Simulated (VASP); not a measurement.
Method: r2SCAN+rVV10, VASP's PBE PAW potentials (set 64) (plane waves; VASP).

VASP ran on this input.

File KPOINTS:
```
K-points
0
gamma
12 12 12
```

File POSCAR:
```
Ba
1
   -2.5174587672     2.5174587672     2.5174587672
    2.5174587672    -2.5174587672     2.5174587672
    2.5174587672     2.5174587672    -2.5174587672
Ba
1
Direct
  0.0000000000   0.0000000000   0.0000000000
```

INCAR:
```
# general
SYSTEM  =Ba
PREC    =Accurate
ENCUT   =520
LREAL   =.False.
LASPH   =.True.

# electronic loop
EDIFF   =1E-7
NELM    =100
ALGO    =Normal
LMAXMIX =4
LMIXTAU =.True.

# smearing
ISMEAR  =-5

# functional
METAGGA =R2SCAN
LUSE_VDW=.True.
BPARAM  =11.95
CPARAM  =0.0093

# ions
ISIF    =2

# output
LWAVE   =.False.
LCHARG  =.False.
LORBIT  =11
NEDOS   =601
```

File KPOINTS_OPT:
```
k-points along high-symmetry lines
10
Line-mode
Reciprocal
  0.000000   0.000000   0.000000 ! GAMMA
  0.500000  -0.500000   0.500000 ! H

  0.500000  -0.500000   0.500000 ! H
  0.000000  -0.000000   0.500000 ! N

  0.000000  -0.000000   0.500000 ! N
  0.000000   0.000000   0.000000 ! GAMMA

  0.000000   0.000000   0.000000 ! GAMMA
  0.250000   0.250000   0.250000 ! P

  0.250000   0.250000   0.250000 ! P
  0.500000  -0.500000   0.500000 ! H

  0.250000   0.250000   0.250000 ! P
  0.000000  -0.000000   0.500000 ! N
```

POTCAR, in this order: Ba_sv (PBE.64 set). Program: vasp_std.

The resulting files:

OUTCAR:
```
 ion  position               nearest neighbor table
   1  0.000  0.000  0.000-
  LATTYP: Found a body centered cubic cell.
 ALAT       =     5.0349175344
 Subroutine PRICEL returns:
 Original cell was already a primitive cell.
 Subroutine GETGRP returns: Found 48 space group operations
The static configuration has the point symmetry O_h .
The dynamic configuration has the point symmetry O_h .
 Subroutine INISYM returns: Found 48 space group operations
 Subroutine IBZKPT returns following result:
 Found     72 irreducible k-points:

 Following reciprocal coordinates:
            Coordinates               Weight
  0.000000  0.000000  0.000000      1.000000
  0.083333  0.000000  0.000000     12.000000
  0.166667  0.000000  0.000000     12.000000
  0.250000  0.000000  0.000000     12.000000
  0.333333  0.000000  0.000000     12.000000
  0.416667  0.000000  0.000000     12.000000
  0.500000  0.000000  0.000000      6.000000
  0.083333  0.083333  0.000000     24.000000
  0.166667  0.083333  0.000000     48.000000
  0.250000  0.083333  0.000000     48.000000
  0.333333  0.083333 -0.000000     48.000000
  0.416667  0.083333 -0.000000     48.000000
  0.166667  0.166667  0.000000     24.000000
  0.250000  0.166667 -0.000000     48.000000
  0.333333  0.166667  0.000000     48.000000
  0.416667  0.166667  0.000000     24.000000
  0.250000  0.250000  0.000000     24.000000
  0.333333  0.250000  0.000000     48.000000
  0.333333  0.333333  0.000000      8.000000
  0.083333  0.083333  0.083333      8.000000
  0.166667  0.083333  0.083333     24.000000
  0.250000  0.083333  0.083333     24.000000
  0.333333  0.083333  0.083333     24.000000
  0.416667  0.083333  0.083333     12.000000
 -0.083333  0.083333  0.083333      6.000000
  0.166667  0.166667  0.083333     24.000000
  0.250000  0.166667  0.083333     48.000000
  0.333333  0.166667  0.083333     48.000000
 -0.166667  0.166667  0.083333     24.000000
  0.250000  0.250000  0.083333     24.000000
  0.333333  0.250000  0.083333     24.000000
 -0.250000  0.250000  0.083333     24.000000
 -0.166667  0.250000  0.083333     24.000000
 -0.333333  0.333333  0.083333     24.000000
 -0.250000  0.333333  0.083333     48.000000
 -0.416667  0.416667  0.083333     24.000000
 -0.333333  0.416667  0.083333     48.000000
 -0.250000  0.416667  0.083333     24.000000
  0.500000  0.500000  0.083333     12.000000
 -0.416667  0.500000  0.083333     48.000000
   k-points           NKPTS =     72   k-points in BZ     NKDIM =     72   number of bands    NBANDS=      9
   number of dos      NEDOS =    601   number of ions     NIONS =      1
   total plane-waves  NPLWV =  32768
   dimension x,y,z NGX =    32 NGY =   32 NGZ =   32
   dimension x,y,z NGXF=    64 NGYF=   64 NGZF=   64
   ions per type =               1
   PREC   = accura    normal or accurate (medium, high low for compatibility)
   ISTART =      0    job   : 0-new  1-cont  2-samecut
   ICHARG =      2    charge: 1-file 2-atom 10-const
   ISPIN  =      1    spin polarized calculation?
   LNONCOLLINEAR =      F non collinear calculations
   LSORBIT =      F    spin-orbit coupling
   INIWAV =      1    electr: 0-lowe 1-rand  2-diag
   ENCUT  =  520.0 eV  38.22 Ry    6.18 a.u.   8.11  8.11  8.11*2*pi/ulx,y,z
   NELM   =    100;   NELMIN=  2; NELMDL= -5     # of ELM steps
   EDIFF  = 0.1E-06   stopping-criterion for ELM
   LREAL  =      F    real-space projection
   NLSPLINE    = F    spline interpolate recip. space projectors
   LMAXMIX     =    4 max onsite mixed and CHGCAR
   VOSKOWN=      0    Vosko Wilk Nusair interpolation
...
```

File OSZICAR:
```
       N       E                     dE             d eps       ncg     rms          rms(c)
DAV:   1     0.321947773544E+02    0.32195E+02   -0.44813E+03  1296   0.953E+02
DAV:   2    -0.265329274914E+02   -0.58728E+02   -0.58071E+02  1603   0.154E+02
DAV:   3    -0.289475072671E+02   -0.24146E+01   -0.24086E+01  1649   0.376E+01
DAV:   4    -0.290167597943E+02   -0.69253E-01   -0.69412E-01  2082   0.504E+00
DAV:   5    -0.290172289463E+02   -0.46915E-03   -0.47180E-03  1788   0.323E-01    0.156E+00
DAV:   6    -0.255992223900E+02    0.34180E+01   -0.10126E+00  1967   0.780E+00    0.133E+00
DAV:   7    -0.255640093299E+02    0.35213E-01   -0.31400E-02  1498   0.179E+00    0.140E+00
DAV:   8    -0.258901259100E+02   -0.32612E+00   -0.10021E-01  1450   0.365E+00    0.474E-01
DAV:   9    -0.259607317568E+02   -0.70606E-01   -0.83722E-02  1576   0.335E+00    0.289E-01
DAV:  10    -0.258924003659E+02    0.68331E-01   -0.42326E-02  1441   0.260E+00    0.252E-01
DAV:  11    -0.260026397875E+02   -0.11024E+00   -0.35073E-02  1357   0.149E+00    0.108E-01
DAV:  12    -0.261384194040E+02   -0.13578E+00   -0.74206E-02  1638   0.169E+00    0.134E-01
DAV:  13    -0.260783905224E+02    0.60029E-01   -0.16364E-02  1439   0.110E+00    0.174E-01
DAV:  14    -0.261513626857E+02   -0.72972E-01   -0.30235E-02  1327   0.108E+00    0.163E-01
DAV:  15    -0.261599979512E+02   -0.86353E-02   -0.26430E-03  1828   0.481E-01    0.854E-02
DAV:  16    -0.261924555194E+02   -0.32458E-01   -0.31674E-02  1370   0.179E+00    0.764E-02
DAV:  17    -0.261931950308E+02   -0.73951E-03   -0.16471E-03  1821   0.392E-01    0.780E-02
DAV:  18    -0.261932037330E+02   -0.87022E-05   -0.20376E-05  1726   0.322E-02    0.780E-02
DAV:  19    -0.261928867710E+02    0.31696E-03   -0.21525E-04  1352   0.143E-01    0.676E-02
DAV:  20    -0.261936539023E+02   -0.76713E-03   -0.48706E-04  1347   0.249E-01    0.509E-02
DAV:  21    -0.261933596582E+02    0.29424E-03   -0.72766E-04  1307   0.228E-01    0.494E-02
DAV:  22    -0.261933984878E+02   -0.38830E-04   -0.79709E-05  1336   0.111E-01    0.449E-02
DAV:  23    -0.261934166042E+02   -0.18116E-04   -0.14078E-05  1710   0.443E-02    0.413E-02
DAV:  24    -0.261933745983E+02    0.42006E-04   -0.34313E-05  1309   0.653E-02    0.310E-02
DAV:  25    -0.261933534201E+02    0.21178E-04   -0.41865E-06  1362   0.293E-02    0.257E-02
DAV:  26    -0.261933347970E+02    0.18623E-04   -0.99640E-06  1305   0.383E-02    0.145E-02
DAV:  27    -0.261933335817E+02    0.12153E-05   -0.87456E-06  1308   0.448E-02    0.754E-03
DAV:  28    -0.261933198206E+02    0.13761E-04   -0.56875E-06  1304   0.256E-02    0.864E-03
DAV:  29    -0.261933204280E+02   -0.60737E-06   -0.14016E-06  1378   0.159E-02    0.893E-03
DAV:  30    -0.261933185762E+02    0.18518E-05   -0.13164E-06  1326   0.128E-02    0.665E-03
DAV:  31    -0.261933191674E+02   -0.59114E-06   -0.46864E-07  1531   0.848E-03    0.366E-03
DAV:  32    -0.261933198632E+02   -0.69589E-06   -0.22065E-07  1352   0.624E-03    0.220E-03
DAV:  33    -0.261933199705E+02   -0.10725E-06   -0.54141E-08  1123   0.289E-03    0.155E-03
DAV:  34    -0.261933204808E+02   -0.51031E-06   -0.46513E-08   727   0.306E-03    0.546E-04
DAV:  35    -0.261933205719E+02   -0.91104E-07   -0.10349E-08   663   0.159E-03
   1 F= -.26193321E+02 E0= -.26193321E+02  d E =0.000000E+00
       N       E                     dE             ncg
```

File OUTCAR:
```
------------------------ aborting loop because EDIFF is reached ----------------------------------------
  FORCE on cell =-STRESS in cart. coord.  units (eV):
  Direction    XX          YY          ZZ          XY          YZ          ZX
  --------------------------------------------------------------------------------------
  Total        0.0045632      0.0045632      0.0045632      0.0000000      0.0000000      0.0000000
  in kB        0.1145605      0.1145605      0.1145605      0.0000000      0.0000000      0.0000000
  external PRESSURE =       0.1145605 kB  Pullay stress =       0.0000000 kB
  volume of cell :       63.82
      direct lattice vectors                 reciprocal lattice vectors
    -2.517458767  2.517458767  2.517458767     0.000000000  0.198612985  0.198612985
     2.517458767 -2.517458767  2.517458767     0.198612985  0.000000000  0.198612985
     2.517458767  2.517458767 -2.517458767     0.198612985  0.198612985  0.000000000
 POSITION                                       TOTAL-FORCE (eV/Angst)
 -----------------------------------------------------------------------------------
      0.00000      0.00000      0.00000        -0.000000     -0.000000      0.000000
 -----------------------------------------------------------------------------------
    total drift:                                0.000000      0.000000     -0.000000
  FREE ENERGIE OF THE ION-ELECTRON SYSTEM (eV)
  ---------------------------------------------------
  free  energy   TOTEN  =       -26.1933205719 eV

  energy  without entropy=      -26.1933205719  energy(sigma->0) =      -26.19332057

 total charge

# of ion       s       p       d       tot
------------------------------------------
    1        2.069   5.563   0.258   7.891
```
(Selected blocks of OUTCAR.)

OUTCAR:
```
 val. band max:        1.6666623759   @ k =  -0.4167  -0.4167   0.1667

 cond. band min:       1.6865116085   @ k =  -0.3333   0.3333   0.3333


 Fermi energy:         1.6330301135

 k-point     1 :       0.0000    0.0000    0.0000
  band No.  band energies     occupation
      1     -28.2383      2.00000
      2     -12.7768      2.00000
      3     -12.7768      2.00000
      4     -12.7768      2.00000
      5      -1.2286      2.00000
      6       3.7883      0.00000
      7       3.7883      0.00000
      8       3.7883      0.00000
      9       5.1359      0.00000

 k-point     2 :       0.0833    0.0000    0.0000
  band No.  band energies     occupation
      1     -28.2353      2.00000
      2     -12.8099      2.00000
      3     -12.7866      2.00000
      4     -12.7772      2.00000
      5      -1.0936      2.00000
      6       3.6693      0.00000
      7       3.7149      0.00000
      8       3.9228      0.00000
      9       4.9490      0.00000

 k-point     3 :       0.1667    0.0000    0.0000
  band No.  band energies     occupation
      1     -28.2272      2.00000
      2     -12.8985      2.00000
      3     -12.8132      2.00000
      4     -12.7780      2.00000
      5      -0.7140      2.00000
      6       3.3843      0.00000
      7       3.3968      0.00000
      8       4.3192      0.00000
      9       4.8008      0.00000

 k-point     4 :       0.2500    0.0000    0.0000
  band No.  band energies     occupation
      1     -28.2161      2.00000
      2     -13.0155      2.00000
      3     -12.8492      2.00000
      4     -12.7793      2.00000
      5      -0.1712      2.00000
      6       2.9452      0.00000
      7       3.0604      0.00000
      8       4.9222      0.00000
      9       4.9555      0.00000

 k-point     5 :       0.3333    0.0000    0.0000
  band No.  band energies     occupation
      1     -28.2049      2.00000
      2     -13.1282      2.00000
      3     -12.8846      2.00000
...
```

For a metal the tetrahedron method with Blöchl corrections gives inexact stress and forces. Unless said otherwise, spin-orbit coupling is left out, though it shifts the bands of the heavy elements here.

The compound is Ba in the bcc structure. It was relaxed first.
